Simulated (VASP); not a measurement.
Set up this calculation in VASP 6.6.1, as the native input.

```yaml
Task: relaxation of cell and atoms
Functional: PBE
Potentials_or_basis: VASP PAW PBE potentials, release 64 (Zn, Ga_d, O)
Cutoff: 520 eV
k_mesh: 3 × 3 × 3
Occupations: gaussian, width 0.15 eV
Spin: no spin polarisation
Further_INCAR_settings: PREC = Normal; ALGO = Fast; EDIFF = 0.0001; IBRION = 2; EDIFFG = -0.08; NSW = 24; ISIF = 3
```

The structure of Zn2Ga2O3 lies in POSCAR:

```
Zn2Ga2O3
1.0
    4.9221408700      0.0000000000      0.0000000000
   -2.4610704300      4.2626990300      0.0000000000
    0.0000000000      0.0000000000      5.4320784300
Zn Ga O
2 2 3
Direct
    0.3333333300      0.6666666700      0.5000000000
    0.6666666700      0.3333333300      0.5000000000
    0.3333333300      0.6666666700      0.0000000000
    0.6666666700      0.3333333300      0.0000000000
    0.5000000000      0.0000000000      0.0000000000
    0.0000000000      0.5000000000      0.0000000000
    0.5000000000      0.5000000000      0.0000000000
```

The cell was built by a generator and needn't be a form met in nature.

These files were run (other wordings do the same):

INCAR

```
SYSTEM = Zn2Ga2O3
PREC = Normal ; ENCUT = 520
EDIFF = 1E-4 ; ISMEAR = 0
SIGMA = 0.15 ; LREAL = .False.
LASPH = .True. ; NELM = 60
ALGO = Fast ; ISIF = 3
LWAVE = .False. ; LCHARG = .False.
GGA = PE ; IBRION = 2
NSW = 24 ; EDIFFG = -0.08
```

KPOINTS

```
regular mesh
0
Gamma
  3 3 3
  0 0 0
```

Potentials or basis: VASP PAW PBE potentials, release 64 (Zn, Ga_d, O).

The run is started by

```bash
$ cat potpaw_PBE.64/Zn/POTCAR potpaw_PBE.64/Ga_d/POTCAR potpaw_PBE.64/O/POTCAR > POTCAR
$ mpirun -np 1 vasp_std > vasp.out
```

It gave:

| Item | Value |
| --- | --- |
| Relaxed volume | 25.63 Å³/atom |
| Relaxed cell | a = 6.043 Å, b = 6.043 Å, c = 5.671 Å, α = 90.00°, β = 90.00°, γ = 120.00° |
| Space group after relaxing (to 0.05 Å) | P6/mmm (No. 191) |
| Energy gained by relaxing | 2655.4 meV/atom |
| Ionic steps | 14 |
| Pressure after relaxing | 0.1 GPa |
| Band gap on the k mesh | 0.58 eV, indirect (least direct gap 1.44 eV) |

Caveat: the k mesh is coarse (spacing up to 0.49 Å⁻¹), so the values aren't converged; the volume moved by over 15 % at a fixed basis, so the end points are rough; an odd mesh through Γ misses points on the zone boundary, where band edges often lie.

It took 4.9 min on 1 thread of Intel(R) Xeon(R) 6975P-C (Granite Rapids), on a shared host, peak memory 0.18 GiB.
